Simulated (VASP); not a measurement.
# Be16B: single point with PBE

Be16B, a slab with vacuum:

```
Be B
1.0
     4.58000    0.00000    0.00000
     2.29000    3.96640    0.00000
     0.00000    0.00000   17.38265
Be B
16 1
Direct
  0.83333 0.33333 0.05753
  0.33333 0.33333 0.05753
  0.83333 0.83333 0.05753
  0.33333 0.83333 0.05753
  0.99988 0.99773 0.16107
  0.50113 0.99923 0.16093
  0.99986 0.50205 0.16109
  0.49978 0.49988 0.16003
  0.84866 0.32561 0.26364
  0.33110 0.33403 0.26274
  0.82120 0.83934 0.26735
  0.33102 0.83473 0.26277
  0.99358 0.99681 0.37300
  0.46515 0.01726 0.38162
  0.99193 0.51162 0.37284
  0.54490 0.47786 0.35683
  0.26509 0.61663 0.43346
```

The cell was built by a generator and needn't be a form met in nature.

| Quantity | Value |
| --- | --- |
| Program | VASP 6.6.1 |
| Task | single point |
| Functional | PBE |
| Potentials or basis | VASP PAW PBE potentials, release 64 (Be, B) |
| Cutoff | 520 eV |
| k mesh | 4 × 4 × 1 |
| Occupations | fermi-dirac, width 0.15 eV |
| Spin | no spin polarisation |
| Dipole correction | no |
| Further INCAR settings | LREAL = Auto; ALGO = Fast; EDIFF = 1e-07; NBANDS = 32 |

```
Largest force          : 0.070 eV/Å
Band gap on the k mesh : none (metal or under the smearing width)
```

Forces in eV/Å, atoms in the order of the input:
```
Be   0.037 -0.022 -0.056
Be  -0.042 -0.024 -0.008
Be  -0.003 -0.001  0.043
Be  -0.001  0.044 -0.008
Be   0.001  0.002  0.006
Be   0.002  0.002  0.004
Be   0.001  0.002  0.001
Be   0.005  0.003  0.003
Be  -0.007  0.004 -0.001
Be   0.003  0.003  0.007
Be   0.012  0.001  0.007
Be   0.004  0.000 -0.001
Be  -0.037  0.003 -0.007
Be   0.016  0.027 -0.006
Be   0.005 -0.033  0.006
Be  -0.005 -0.006 -0.030
B    0.009 -0.006  0.036
```

Levels at points of the mesh, in eV from the Fermi level:
| k point | band 14 | band 15 | band 16 | band 17 | band 18 | band 19 | band 20 | band 21 |
| --- | --- | --- | --- | --- | --- | --- | --- | --- |
| (0.00, 0.00, 0.00) | -2.55 | -1.91 | -1.89 | -1.89 | -0.82 | 0.31 | 0.82 | 0.98 |
| (0.50, 0.00, 0.00) | -1.96 | -0.83 | -0.60 | -0.30 | 0.18 | 0.81 | 1.86 | 2.29 |
| (0.50, 0.50, 0.00) | -1.89 | -0.84 | -0.58 | -0.33 | 0.31 | 0.81 | 1.51 | 2.47 |
| (0.00, 0.50, 0.00) | -1.89 | -0.84 | -0.58 | -0.33 | 0.31 | 0.80 | 1.53 | 2.47 |

It took 6.3 min on 1 thread of Intel(R) Xeon(R) Platinum 8375C CPU @ 2.90GHz (Ice Lake), with other jobs on the host, peak memory 0.46 GiB.

Caveat: the k mesh is coarse (spacing up to 0.40 Å⁻¹), so the values aren't converged.
